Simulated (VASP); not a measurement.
These are vdW-DF2, VASP's PBE PAW potentials (set 64) (plane waves; VASP) values and carry that method's errors.

The input files of a VASP run:

**KPOINTS**
```
Automatic mesh
0
Gamma
13 13 7
0 0 0
```

### INCAR
```
ISIF = 3   # ions, shape and volume
ENCUT = 520
LREAL = .FALSE.   # projection in real space or not
GGA = ML
ZAB_VDW = -1.8867
SYSTEM = Tc
LWAVE = .FALSE.
PREC = Accurate
NELM = 100
LUSE_VDW = .TRUE.
LMAXMIX = 4   # l cut-off of mixed one-centre charges
NSW = 60   # most ionic steps
LASPH = .TRUE.   # aspherical one-centre terms
IBRION = 2
ISMEAR = 1   # Methfessel-Paxton
LCHARG = .FALSE.
EDIFFG = -0.01
AGGAC = 0.0
EDIFF = 1E-6
ALGO = Normal   # blocked Davidson
SIGMA = 0.1
```

### POSCAR
```
Tc
1
    1.4068255784    -2.4366938047     0.0000000000
    1.4068255784     2.4366938047     0.0000000000
    0.0000000000    -0.0000000000     4.4947685845
Tc
2
Direct
  0.3333330000   0.6666670000   0.2500000000
  0.6666670000   0.3333330000   0.7500000000
```

POTCAR, in this order: Tc_pv (PBE.64 set). Program: vasp_std.

### Question
Predict the energy per atom (σ→0), volume per atom, band gap (on the k-mesh).

### Answer

The energy per atom (σ→0) is -6.133 eV/atom and the band gap (on the k-mesh) comes out as none (metal, semimetal or under 0.01 eV). The volume per atom is 15.44 Å^3/atom.

### OSZICAR
```
...
   3 F= -.12266735E+02 E0= -.12266492E+02  d E =-.171090E-03
       N       E                     dE             d eps       ncg     rms          rms(c)
DAV:   1    -0.122677171462E+02   -0.98142E-03   -0.42740E-02  2856   0.185E+00    0.202E-01
DAV:   2    -0.122669142233E+02    0.80292E-03   -0.16504E-03  3008   0.370E-01    0.723E-02
DAV:   3    -0.122667826296E+02    0.13159E-03   -0.46407E-04  3193   0.153E-01    0.298E-02
DAV:   4    -0.122667859951E+02   -0.33655E-05   -0.23131E-05  2996   0.434E-02    0.657E-03
DAV:   5    -0.122667862491E+02   -0.25403E-06   -0.39469E-06  2904   0.180E-02
   4 F= -.12266786E+02 E0= -.12266585E+02  d E =-.507505E-04
```

The compound is Tc in the hcp structure. This run relaxes it. Symmetry was kept, so distortions that lower it aren't found. The start is the result of an earlier pass.
